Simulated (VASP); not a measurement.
VASP ran on this input.

INCAR:
```
ALGO=Normal
EDIFF=1E-6
ENCUT=400
GGA=PS
ISIF=2
ISMEAR=-1
LASPH=T
LCHARG=F
LMAXMIX=4
LREAL=F
LWAVE=F
NELM=100
PREC=Accurate
SIGMA=0.01
SYSTEM=BaTiO3
```

### POSCAR
```
BaTiO3
1
    3.9900000000     0.0000000000     0.0000000000
    0.0000000000     3.9900000000     0.0000000000
    0.0000000000     0.0000000000     4.0400000000
Ba Ti O
1 1 3
Direct
  0.0000000000   0.0000000000   0.0000000000
  0.5000000000   0.5000000000   0.5130000000
  0.5000000000   0.5000000000   0.9770000000
  0.0000000000   0.5000000000   0.4870000000
  0.5000000000   0.0000000000   0.4870000000
```

**KPOINTS**
```
Automatic
0
gamma
  6 6 6
0 0 0
```

POTCAR, in this order: Ba_sv Ti_sv O (PBE.64 set). Program: vasp_std.

Problem. Translate this PBEsol calculation to Ansatz.

Solution. One equivalent input (not run):
Ansatz 0.2 input:
```yaml
crystal:
  lattice:
    - [3.9900000, 0.0000000, 0.0000000]
    - [0.0000000, 3.9900000, 0.0000000]
    - [0.0000000, 0.0000000, 4.0400000]
  atoms:
    - { symbol: Ba, position: [0.0000000, 0.0000000, 0.0000000] }
    - { symbol: Ti, position: [0.5000000, 0.5000000, 0.5130000] }
    - { symbol: O, position: [0.5000000, 0.5000000, 0.9770000] }
    - { symbol: O, position: [0.0000000, 0.5000000, 0.4870000] }
    - { symbol: O, position: [0.5000000, 0.0000000, 0.4870000] }
kpoints:
  mp_grid: { grid: [6, 6, 6] }
hamiltonian:
  xc: pbesol
  pseudopotentials: { kind: paw }
scf:
  occupations: { method: fermi_dirac, width: 0.01 }
  max_iter: 100
output: { forces: true, stress: true, eigenvalues: true }
```
What does not carry over: each code has its own PAW files, so the cut-off isn't converted (ENCUT is set for VASP's; basis.ecutwfc is left out, and Ansatz then takes the one that its files recommend); Ansatz stops its SCF on the density residual and VASP on the energy change (EDIFF).

The structure is a typed BaTiO3 crystal. The cell was not relaxed at this level.
